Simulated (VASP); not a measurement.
A convergence study with VASP on Al (fcc): one setting is varied, all else stays as given below, so the limit is that of these other settings. Each run relaxes cell and ions from the cell shown. The basis is that of the starting cell, so low cut-offs carry a Pulay error.

```
Al
1.0
    0.00000     2.02500     2.02500
    2.02500     0.00000     2.02500
    2.02500     2.02500     0.00000
Al
1
Cartesian
  0.00000   0.00000   0.00000
```

All values below come from LDA (Ceperley-Alder, Perdew-Zunger), VASP's LDA PAW potentials (set 64) (plane waves; VASP). The tightest run used: 700 eV cut-off, 13×13×13 Γ-centred mesh, first-order Methfessel-Paxton smearing of 0.10 eV, potentials Al.

Task: The settings run are ENCUT = 150; ENCUT = 200; ENCUT = 250; ENCUT = 300; ENCUT = 350; ENCUT = 400; ENCUT = 450; ENCUT = 500; ENCUT = 550; ENCUT = 600; ENCUT = 650; ENCUT = 700. From which on does the relaxed volume stay within 0.02 Å³/atom of the tightest run?

Result: From ENCUT = 200 on: it is off by 0.006 there and by no more than 0.02 in any finer run, while ENCUT = 150 is off by 0.035.
```csv
setting,relaxed volume (Å³/atom),E (eV/atom),plane waves,difference judged (Å³/atom)
ENCUT = 150,15.833,-4.1555,75,0.035
ENCUT = 200,15.804,-4.1723,113,0.006
ENCUT = 250,15.787,-4.1803,169,0.010
ENCUT = 300,15.784,-4.1854,204,0.014
ENCUT = 350,15.791,-4.1875,262,0.007
ENCUT = 400,15.795,-4.1879,310,0.003
ENCUT = 450,15.797,-4.1880,369,0.001
ENCUT = 500,15.797,-4.1879,440,0.001
ENCUT = 550,15.797,-4.1879,531,0.001
ENCUT = 600,15.797,-4.1880,564,0.000
ENCUT = 650,15.798,-4.1880,637,0.000
ENCUT = 700,15.798,-4.1880,725,0.000
```

Left out are rungs that failed or repeat a setting and relaxations that didn't move; long series are thinned to 24 rows.

The compound is Al in the fcc structure.
